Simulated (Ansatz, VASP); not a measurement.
# Cross-check of NiO between VASP and Ansatz

Wanted: the spread between two codes on one cell, functional and k mesh. The cell is taken from a series of runs on this material, whose earlier steps may have relaxed, scaled, displaced or heated it; both programs get it as it stands.

Main program and level: Ansatz 0.2.0; plane waves, with VASP 6.6.1 beside it; LDA.

### Step 1. The structure

The structure is cubic, space group Fm-3m (No. 225). The conventional cell has a = 4.049 Å, b = 4.049 Å, c = 4.049 Å, α = 90.00°, β = 90.00°, γ = 90.00°. Nearest to Ni lie 6 O at 2.02 Å. O has 6 Ni at 2.02 Å nearest. Farther neighbours and most contacts between anions are not listed.

### Step 2. Ansatz: relaxation of cell and atoms, LDA, pair 1

Ansatz runs on its default PAW (the set named soft_2) files.

The relaxed volume is the usual yardstick between codes: in a stiff, nearly cubic crystal its relative difference is about their pressure difference at one cell divided by the bulk modulus.

The input, input.yaml:

```yaml
crystal:
  lattice:
    - [-2.0246048311, 0.0, 2.0246048311]
    - [0.0, 2.0246048311, 2.0246048311]
    - [-2.0246048311, 2.0246048311, 0.0]
  atoms:
    - { symbol: Ni, position: [0.0, 0.0, 0.0], spin: 0.63 }
    - { symbol: O, position: [0.5, 0.5, 0.5], spin: 0.12 }
kpoints:
  mp_grid: { grid: [18, 18, 18] }
hamiltonian:
  xc: lda
scf:
  occupations: { method: gaussian, width: 0.1 }
output:
  forces: true
  stress: true
  eigenvalues: true
  populations: true
magnetization:
  spin_polarized: true
relax:
  adjacent_minimum: "off"
  f_tol: 0.005
  max_steps: 80
  cell: { stress_tol: 0.05 }
```

Started as:

```sh
$ ansatz run input.yaml --threads 4 --pin off --max-ram 9216MiB --backend cpu --events-out ev --progress --plain --runs-dir out
```

Numbers of over 12 decimals in the logs are rounded to 6 here.

The log of the run:

```text
Engine: ansatz 0.2.0, x86_64-unknown-linux-gnu
Pseudopotentials: kind: paw
Pseudopotential: Ni, paw, valence charge 18, recommended cutoff 420 eV (normal), Ni.paw.azcp
Pseudopotential: O, paw, valence charge 6, recommended cutoff 420 eV (normal), O.paw.azcp
Functional definition: SPW92
  exchange = slater_x
  correlation = pw_c
Crystal: 2 atoms, lattice volume = 16.598 Å³
Basis set: ecut = 420 eV, 331 PW (Γ)
Bands: 17, of which v1, the nominal top of the filled ones, is band 12 counted from 1 (11 counted from 0)
Symmetry: 48 space group operations
Space group: Fm-3m (ITA 225), of the structure as read, at distance tolerance 2.6e-5 Å
Magnetic group: BNS 225.116 (UNI 1618), of the structure as read, at distance tolerance 2.6e-5 Å
k-points: 195 of 5832
Non-local potential: Ni, projectors of the file, l = 0: 3, l = 1: 2, l = 2: 3, l = 3: 1
Non-local potential: O, projectors of the file, l = 0: 2, l = 1: 2, l = 2: 1
PAW form: soft (Blöchl's): semilocal exchange-correlation on the pseudo side does not see the compensation charge
PAW frozen core: Ni, regenerated for the run's functional, and the local potential with it (the file was generated under x = pbe(κ = 0.804, μ = 0.219515), c = pbe(β = 0.066725))
PAW frozen core: O, regenerated for the run's functional, and the local potential with it (the file was generated under x = pbe(κ = 0.804, μ = 0.219515), c = pbe(β = 0.066725))
PAW one-centre angular grid: Ni, 590 points (default); XC on 64 Gauss nodes
PAW one-centre angular grid: O, 110 points (default); XC on 64 Gauss nodes
Initial density: superposition of atomic densities (chi_scale 0.1, normalization cell, long waves kept (reshape's long-wave potential 0.00 eV rms))
Starting moments: Σ|m| = 0.75 μB on 2 of 2 sites
Initial wavefunctions: pseudopotential atomic-orbital guess
Functional: x = slater, c = lda
SCF iter   1: F=—  HF=-6325.085350 eV  |F-HF|=—  |Δ(HF+E_count)|=         —  Δρ=1.46e-1 (↑1.21e-1 ↓1.46e-1)  dr2=8.61e0  dr2_m=4.73e-2  M=0.538 μB ∫|m|=0.538 μB  β_m=0.30  ethr=3.10e-3  ⟨swp⟩=5.2  Hψ=28507  notcnv=0
Mixer restart at iter 1: flushing history
preconditioner: auto → none  [metal: Δε(μ)=0.010 eV  Ē_g=14.732 eV  σ=0.100 eV  W_gap=0.06  n_scr=8 (ndim 8)  ℏωp=36.5 eV  f_vac=0.000  D(μ)=1.49/eV (n_scr^D=14)  sad-step TF]
SCF iter   2: F=—  HF=-6325.493946 eV  |F-HF|=—  |Δ(HF+E_count)|=   4.09e-1  Δρ=6.62e-2 (↑4.75e-2 ↓6.62e-2)  dr2=1.72e0  dr2_m=2.69e-2  M=0.527 μB ∫|m|=0.528 μB  β_m=0.39  ethr=3.10e-3  ⟨swp⟩=3.0  Hψ=16864  notcnv=0  defer=239
SCF iter   3: F=—  HF=-6326.426633 eV  |F-HF|=—  |Δ(HF+E_count)|=   9.33e-1  Δρ=2.54e-2 (↑1.77e-2 ↓2.54e-2)  dr2=1.21e-1  dr2_m=1.21e-2  M=0.496 μB ∫|m|=0.497 μB  β_m=0.52  ethr=3.10e-3  ⟨swp⟩=2.0  Hψ=11630  notcnv=0  defer=232
SCF iter   4: F=—  HF=-6327.036813 eV  |F-HF|=—  |Δ(HF+E_count)|=         —  Δρ=4.03e-2 (↑4.03e-2 ↓2.48e-2)  dr2=2.79e-2  dr2_m=1.53e-1  M=0.231 μB ∫|m|=0.233 μB  β_m=0.52  ethr=5.04e-4  ⟨swp⟩=2.1  Hψ=13691  notcnv=0  defer=226
Mixer restart at iter 4: flushing history
SCF iter   5: F=—  HF=-6327.120268 eV  |F-HF|=—  |Δ(HF+E_count)|=   8.35e-2  Δρ=2.60e-2 (↑1.45e-2 ↓2.60e-2)  dr2=2.07e-2  dr2_m=5.96e-2  M=0.196 μB ∫|m|=0.198 μB  β_m=0.73  ethr=1.16e-4  ⟨swp⟩=2.2  Hψ=12754  notcnv=0  defer=226
SCF iter   6: F=—  HF=-6327.183387 eV  |F-HF|=—  |Δ(HF+E_count)|=   6.31e-2  Δρ=2.76e-2 (↑2.76e-2 ↓1.35e-2)  dr2=1.63e-1  dr2_m=1.00e-2  M=0.168 μB ∫|m|=0.168 μB  β_m=0.63  ethr=8.63e-5  ⟨swp⟩=2.1  Hψ=16183  notcnv=0  defer=222
SCF iter   7: F=—  HF=-6327.146820 eV  |F-HF|=—  |Δ(HF+E_count)|=   3.66e-2  Δρ=2.18e-3 (↑2.18e-3 ↓1.76e-3)  dr2=4.04e-4  dr2_m=4.07e-4  M=0.130 μB ∫|m|=0.130 μB  β_m=0.64  ethr=8.63e-5  ⟨swp⟩=2.4  Hψ=13268  notcnv=0  defer=222
SCF iter   8: F=—  HF=-6327.147034 eV  |F-HF|=—  |Δ(HF+E_count)|=   2.14e-4  Δρ=2.12e-3 (↑1.11e-3 ↓2.12e-3)  dr2=8.25e-5  dr2_m=3.80e-4  M=0.115 μB ∫|m|=0.116 μB  β_m=0.80  ethr=1.68e-6  ⟨swp⟩=2.1  Hψ=11638  notcnv=0  defer=208
SCF iter   9: F=—  HF=-6327.147143 eV  |F-HF|=—  |Δ(HF+E_count)|=   1.10e-4  Δρ=1.07e-3 (↑5.75e-4 ↓1.07e-3)  dr2=2.13e-4  dr2_m=4.98e-5  M=0.100 μB ∫|m|=0.100 μB  β_m=0.90  ethr=3.44e-7  ⟨swp⟩=2.0  Hψ=9418  notcnv=0  defer=213
SCF iter  10: F=—  HF=-6327.147279 eV  |F-HF|=—  |Δ(HF+E_count)|=   1.36e-4  Δρ=6.07e-5 (↑5.38e-5 ↓6.07e-5)  dr2=1.58e-6  dr2_m=1.49e-7  M=0.089 μB ∫|m|=0.089 μB  β_m=0.95  ethr=3.44e-7  ⟨swp⟩=2.0  Hψ=9776  notcnv=0  defer=214
SCF iter  11: F=—  HF=-6327.147281 eV  |F-HF|=—  |Δ(HF+E_count)|=   1.50e-6  Δρ=4.59e-5 (↑4.59e-5 ↓2.74e-5)  dr2=3.86e-8  dr2_m=2.00e-7  M=0.088 μB ∫|m|=0.088 μB  β_m=0.98  ethr=6.58e-9  ⟨swp⟩=2.0  Hψ=9545  notcnv=0  defer=214
SCF iter  12: F=—  HF=-6327.147281 eV  |F-HF|=—  |Δ(HF+E_count)|=   9.42e-9  Δρ=1.04e-5 (↑9.18e-6 ↓1.04e-5)  dr2=5.02e-10  dr2_m=1.45e-8  M=0.088 μB ∫|m|=0.088 μB  β_m=0.99  ethr=1.61e-10  ⟨swp⟩=2.0  Hψ=9364  notcnv=0  defer=214
[...]
SCF 2 converged in 9 iterations: F = -6327.147685 eV  dr2 = 6.61e-9
relax step   2: F+E_penalty+E_count = -6327.14768450 eV  Δ(F+E_penalty+E_count) = -4.036e-4 eV  max|allowed force component| = 1.348e-30 eV/Å  Δτ_max = 0.0000 Å  P = -0.598 GPa  Ω = 16.564 Å³  energy of the carried Pulay correction = +2.198e-4 eV  (9 SCF iters, dr2 threshold 2.00e-7 eV, accepted)
[...]
relax step   3: F+E_penalty+E_count = -6327.14799335 eV  Δ(F+E_penalty+E_count) = -3.089e-4 eV  max|allowed force component| = 5.013e-30 eV/Å  Δτ_max = 0.0000 Å  P = +0.005 GPa  Ω = 16.527 Å³  energy of the carried Pulay correction = +4.604e-4 eV  (9 SCF iters, dr2 threshold 2.00e-7 eV, accepted)
[...]
relax step   4: F+E_penalty+E_count = -6327.14748633 eV  Δ(F+E_penalty+E_count) = +5.070e-4 eV  max|allowed force component| = 5.785e-30 eV/Å  Δτ_max = 0.0000 Å  P = -0.029 GPa  Ω = 16.527 Å³  stress off target by 2.90e-2 GPa  SCF on the basis re-selected at this cell (its energy is not comparable with the rows above)  (8 SCF iters)
basis re-selected at this cell: Δ(F+E_penalty+E_count) = +5.070e-4 eV, ΔP = -0.034 GPa vs the last step (what re-selecting the basis moved, of the pressure what is left beyond the Pulay correction that the steps carried, after the strain that the cell walked since its last selection, with what the two solves' SCF thresholds leave and, on support functions, any second-order correction that the steps lacked; it is no m [...]
SCF converged after 8 iterations
Magnetization: 0.0833 μB (12.0416 up, 11.9584 down)
Absolute magnetization: 0.0834 μB (∫|ρ↑−ρ↓|, with the PAW one-centre terms)
Spin contamination: 0.0001 ħ² per cell (⟨S²⟩ above its minimum at these occupations)
Per-site moments (μB) at R_I (Å): [(0.068387, 0.833961), (0.011409, 0.833961)]
Free energy (F): -6327.147486 eV
Harris-Foulkes:  -6327.147486 eV  (|F-HF|=1.09e-11)
Internal energy: -6327.137823 eV  (E = F + TS)
E sigma→0 (E₀):  -6327.142655 eV
Entropy (-TS):   -0.009664 eV (-4.832 meV/atom)
Fermi energy:    16.101357 eV
--- Per-component energies (eV) ---
  E_band       = -284.937729
  E_kinetic    = 456.364125
  E_local      = -3838.594518  (includes V_loc(G=0)·N_el)
  E_nonlocal   = 697.945469
  E_hartree    = 1585.543724
  E_xc         = -155.940552
  E_vxc        = -201.232488  (∫ρ·V_xc dr)
  E_paw        = -1714.869317  (= ΣΔE_a)
  E_vpaw       = -570.510557  (= ΣTr[D̂ρ^β])
  E_aug_tail   = 0.002925  (compensation charges beyond the density's cutoff)
  E_ewald      = -3358.120721
  E_core_change = 0.531042  (= ΣΔE_core)
  E_smearing   = -0.009664  (= −TS)
  E_closure    = 0.000000  (closes the sum)
  Σ components = -6327.147486   (vs F -6327.147486, Δ=0.00e0)
--- Forces (eV/Å), atoms counted from 1 ---
  atom   1  Ni     0.00000000     0.00000000    -0.00000000
  atom   2  O     -0.00000000    -0.00000000     0.00000000
  max |Σ_I F_I| component: 1.05e-29 eV/Å
--- Stress (GPa, compression-positive) ---
       -0.028999       0.000000       0.000000
        0.000000      -0.028999      -0.000000
        0.000000      -0.000000      -0.028999
  P = ⅓ Tr σ = -0.0290 GPa (-0.290 kbar)
--- Band table (eV; the first three rows and the last of 390) ---
  k-point 0 ↑: bands = [... 8 lower, 13.9356, 13.9356, 13.9356, 14.1861, 14.1861, 18.2892, 34.0272, 35.7554, ... 1 higher]
  k-point 1 ↑: bands = [... 8 lower, 13.9782, 13.9782, 14.0439, 14.4008, 14.4008, 18.5075, 33.2881, 35.6728, ... 1 higher]
  k-point 2 ↑: bands = [... 8 lower, 14.0655, 14.0655, 14.2253, 14.8821, 14.8821, 19.0736, 31.9823, 35.3379, ... 1 higher]
  k-point 194 ↓: bands = [... 8 lower, 14.6293, 14.9648, 15.3313, 15.3395, 16.1433, 25.3307, 27.1632, 27.3689, ... 1 higher]
--- Relaxed structure (3 steps of the walk, 3 accepted, 1 SCFs on fresh bases) ---
  F+E_penalty+E_count = -6327.14748633 eV   max|allowed force component| = 5.785e-30 eV/Å   (the final SCF, on the basis selected at the relaxed cell)
  cell:  # Å, volume = 16.5270 Å³
    - [-2.021723, 0, 2.021723]
    - [0, 2.021723, 2.021723]
    - [-2.021723, 2.021723, 0]
  atoms:
    - { symbol: Ni, position: [0, 0, 0] }
    - { symbol: O, position: [0.5, 0.5, 0.5] }
--- Löwdin populations: 2 sites ---
  site symbol       q [e]    m [muB]
     0     Ni     17.0885     0.0675
     1      O      6.8019     0.0158
  spilling = 0.004565 (of n_electrons = 24.000000)
```

(Continued in part 2 of 2.)

[Lines on the potential files, build, host, timing and source positions are cut from VASP's logs without a mark.]

[Logs are printed without paths, hosts, clocks, repeated set-up lines and the standing remarks that a program may print on its own settings, such as how far it seeks lower states.]

[Hosts, paths, dates, database ids (printed as entryN), source tags and the programs' standing remarks are cut or masked in the printed files.]
